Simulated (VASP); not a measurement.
The input files of a VASP run:

### KPOINTS
```
Automatic mesh
0
Gamma
8 8 8
0 0 0
```

**POSCAR**
```
CuI
1
    0.0000000000     2.9326937527     2.9326937527
    2.9326937527    -0.0000000000     2.9326937527
    2.9326937527     2.9326937527     0.0000000000
Cu I
1 1
Direct
  0.0000000000   0.0000000000   0.0000000000
  0.2500000000   0.2500000000   0.2500000000
```

**INCAR**
```
# general
SYSTEM  = CuI
PREC    = Accurate
ENCUT   = 500
LREAL   = F
LASPH   = T

# electronic loop
EDIFF   = 1E-6
NELM    = 100
ALGO    = Normal
LMAXMIX = 4

# smearing
ISMEAR  = 0
SIGMA   = 0.05

# ions
IBRION  = 2
NSW     = 40
ISIF    = 3
EDIFFG  = -0.02

# output
LWAVE   = F
LCHARG  = F
```

POTCAR, in this order: Cu I (LDA.64 set). Program: vasp_std.

Task: Write an equivalent input for Ansatz.

Result: One equivalent input (not run):
Ansatz 0.2 input:
```yaml
crystal:
  lattice:
    - [0.0000000, 2.9326938, 2.9326938]
    - [2.9326938, 0.0000000, 2.9326938]
    - [2.9326938, 2.9326938, 0.0000000]
  atoms:
    - { symbol: Cu, position: [0.0000000, 0.0000000, 0.0000000] }
    - { symbol: I, position: [0.2500000, 0.2500000, 0.2500000] }
kpoints:
  mp_grid: { grid: [8, 8, 8] }
hamiltonian:
  xc: lda
  pseudopotentials: { kind: paw }
scf:
  occupations: { method: gaussian, width: 0.05 }
  max_iter: 100
relax:
  max_steps: 40
  f_tol: 0.02
  cell: {}
output: { forces: true, stress: true, eigenvalues: true }
```
Limits of the translation: each code has its own PAW files, so the cut-off isn't converted (ENCUT is set for VASP's; basis.ecutwfc is left out, and Ansatz then takes the one that its files recommend); Ansatz stops its SCF on the density residual and VASP on the energy change (EDIFF); Ansatz's lda is the Perdew-Wang form, while the LDA potentials of VASP carry Perdew-Zunger's.

The compound is CuI in the zinc blende structure. This run relaxes it. Symmetry was kept, so distortions that lower it aren't found.
